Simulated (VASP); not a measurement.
Given:

```xyz
2
Lattice="0.0000 3.1812 3.1812 3.1812 0.0000 3.1812 3.1812 3.1812 0.0000" Properties=species:S:1:pos:R:3 pbc="T T T"
Ba     0.0000     0.0000     0.0000
S      3.1812     3.1812     3.1812
```

Level of theory: PBEsol GGA, VASP's PBE PAW potentials (set 64) (plane waves; VASP 6.6.1). Numerical set-up: 520 eV cut-off, 8×8×8 Γ-centred mesh, tetrahedra with Blöchl corrections, potentials Ba_sv S.

The job: BaS (rock salt), 2 atoms, PBEsol, static run, 520 eV, 8×8×8 Γ-centred mesh. Roughly how much core time does it take on a busy server core?

About 10 core-seconds (one run on a shared machine, a rough figure). It had 29 irreducible k-points, 12 bands, up to 1759 plane waves and 15 electronic steps.

The compound is BaS in the rock salt structure. It was relaxed first.
